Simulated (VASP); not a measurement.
Data:

```cif
data_O2Zr
_chemical_formula_sum 'Zr1 O2'
_space_group_name_H-M_alt 'P 1'
_space_group_IT_number 1
_cell_length_a 3.60169
_cell_length_b 3.60169
_cell_length_c 3.60169
_cell_angle_alpha 60.000
_cell_angle_beta 60.000
_cell_angle_gamma 60.000
loop_
_space_group_symop_operation_xyz
  'x, y, z'
loop_
_atom_site_label
_atom_site_type_symbol
_atom_site_fract_x
_atom_site_fract_y
_atom_site_fract_z
_atom_site_occupancy
Zr1 Zr 0.00000 0.00000 0.00000 1
O1 O 0.25000 0.25000 0.25000 1
O2 O 0.75000 0.75000 0.75000 1
```

These are PBE GGA with D4 dispersion, VASP's PBE PAW potentials (set 64) (plane waves; VASP) values and carry that method's errors. Numerical set-up: 520 eV cut-off, 8×8×8 Γ-centred mesh, Gaussian smearing of 0.050 eV, potentials Zr_sv O.

Problem. Give the energy at these volumes per atom, relative to the lowest: 10.33, 10.66, 10.99, 11.32, 11.65 Å³.

Solution. 35.5, 9.0, 0.0, 6.1, 25.1 meV/atom. A third-order Birch-Murnaghan fit gives B0 = 241 GPa and B0′ = 4.1.

Measured: a 5.090 Å at 0 K (computed value off by +0.1 %), as given by Xinyuan Zhao et al., Physical review. B, Condensed matter (2002), arXiv:cond-mat/0108491 [extrapolated to 0 K from high-temperature diffraction of the cubic phase (5.27 Å at 2410 °C), as arXiv:1708.09424 says of the same reference; zero-point expansion not removed].

The compound is ZrO2 in the fluorite structure, the high-temperature cubic form, which is unstable at 0 K; the monoclinic form is the stable one. It was relaxed first.
